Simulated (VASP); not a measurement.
Given:

```yaml
crystal:
  lattice:
    - [-2.51305, 2.51305, 2.51305]
    - [2.51305, -2.51305, 2.51305]
    - [2.51305, 2.51305, -2.51305]
  atoms:
    - { symbol: Ba, position: [0.00000, 0.00000, 0.00000] }
```

All values below come from revPBE GGA, VASP's PBE PAW potentials (set 64) (plane waves; VASP 6.6.1). Run with 520 eV cut-off, 10×10×10 Γ-centred mesh, first-order Methfessel-Paxton smearing of 0.10 eV, potentials Ba_sv.

Unless said otherwise, spin-orbit coupling is left out, though it shifts the bands of the heavy elements here.

Q: Estimate the energy per atom (σ→0), band gap (on the k-mesh) with the smallest direct gap where there is one.

A: 
```yaml
band gap (on the k-mesh): none (metal, semimetal or under 0.01 eV)
energy per atom (σ→0): -1.708 eV/atom
```

The absolute energy has meaning only against runs of the same code, potentials and settings.

The compound is Ba in the bcc structure. This cell is one point of a volume scan, at 0.94 of the reference volume.
